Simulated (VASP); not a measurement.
Mo:

```xyz
1
Lattice="-1.5838 1.5838 1.5838 1.5838 -1.5838 1.5838 1.5838 1.5838 -1.5838" Properties=species:S:1:pos:R:3 pbc="T T T"
Mo    0.0000    0.0000    0.0000
```

```yaml
Program: VASP 6.6.1
Task: relaxation of cell and atoms
Functional: PBEsol
Potentials_or_basis: VASP PAW PBE potentials, release 64 (Mo_sv)
Cutoff: 300 eV
k_mesh: 18 × 18 × 18
Occupations: gaussian, width 0.1 eV
Spin: no spin polarisation
```

At the start: pressure -9.4 GPa; volume 15.89 Å³/atom.

Task: Where does the relaxation end?

Result: Over 7 steps the energy falls by 17.4 meV/atom and the volume is 15.32 Å³/atom (-3.6 %); space group Im-3m (No. 229, to 0.05 Å).

Step by step:
| step | energy change (eV) | largest force (eV/Å) | pressure (GPa) | volume (Å³) |
| --- | --- | --- | --- | --- |
| 1 | 0.0000 | 0.0000 | -9.40 | 15.89 |
| 2 | 0.1300 | 0.0000 | 35.03 | 13.84 |
| 3 | -0.0174 | 0.0000 | -0.40 | 15.34 |
| 4 | -0.0174 | 0.0000 | -0.06 | 15.32 |
| 5 | -0.0174 | 0.0000 | 0.15 | 15.31 |
| 6 | -0.0174 | 0.0000 | -0.34 | 15.34 |
| 7 | -0.0174 | 0.0000 | 0.00 | 15.32 |

Final structure:
```
Mo
1.0
    -1.56450    1.56450    1.56450
     1.56450   -1.56450    1.56450
     1.56450    1.56450   -1.56450
Mo
1
Cartesian
  0.0000 0.0000 0.0000
```

Caveat: the cutoff is under 1.25 times the usual one of these potentials, so pressure, stress and relaxed cells hold a basis-set (Pulay) error; the PAW data sets were made with another functional, which shifts forces and pressure a little.
